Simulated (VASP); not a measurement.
A convergence study with VASP on FePt (space group no. 123 when undisturbed): a few settings are varied, all else stays as given below, so the limit is that of these other settings. One atom is moved off its site, so that forces are finite.

```yaml
crystal:
  lattice:
    - [2.73360, 0.00000, 0.00000]
    - [0.00000, 2.73360, 0.00000]
    - [0.00000, 0.00000, 3.72855]
  atoms:
    - { symbol: Fe, position: [0.00000, 0.00000, 0.01341], spin: 3.0 }
    - { symbol: Pt, position: [0.50000, 0.50000, 0.50000] }
```

The numbers are results of PBE GGA, VASP's PBE PAW potentials (set 64) (plane waves; VASP), not measurements. The last row used: 300 eV cut-off, 18×18×13 Γ-centred mesh, tetrahedra with Blöchl corrections, potentials Fe Pt.

| setting | E (eV/atom) | pressure (GPa) | largest force (eV/Å) | moment (μB) | irreducible k-points |
|---|---|---|---|---|---|
| 5×5×4 mesh | -7.3762 | 1.64 | 0.367 | 3.320 | 18 |
| 6×6×5 mesh | -7.4184 | -0.81 | 0.407 | 3.144 | 30 |
| 8×8×6 mesh | -7.4064 | 0.24 | 0.398 | 3.234 | 60 |
| 9×9×7 mesh | ? | ? | ? | ? | 60 |
| 12×12×9 mesh | -7.4022 | 0.64 | 0.420 | 3.271 | 140 |
| 15×15×11 mesh | ? | ? | ? | ? | 216 |
| 18×18×13 mesh | -7.4031 | 0.67 | 0.422 | 3.285 | 385 |

Task: Complete the blanks.

Result: 
- 15×15×11 mesh, E (eV/atom): -7.4033
- 15×15×11 mesh, pressure (GPa): 0.60
- 15×15×11 mesh, largest force (eV/Å): 0.421
- 15×15×11 mesh, moment (μB): 3.279
- 9×9×7 mesh, E (eV/atom): -7.4003
- 9×9×7 mesh, pressure (GPa): 0.59
- 9×9×7 mesh, largest force (eV/Å): 0.418
- 9×9×7 mesh, moment (μB): 3.253

Left out are rungs that failed or repeat a setting and relaxations that didn't move; long series are thinned to 24 rows.

The structure is a typed FePt crystal (space group no. 123). The cell was not relaxed at this level, it is distorted from the ideal structure. The spin order is the one that the start imposed; others were not tried in this run.
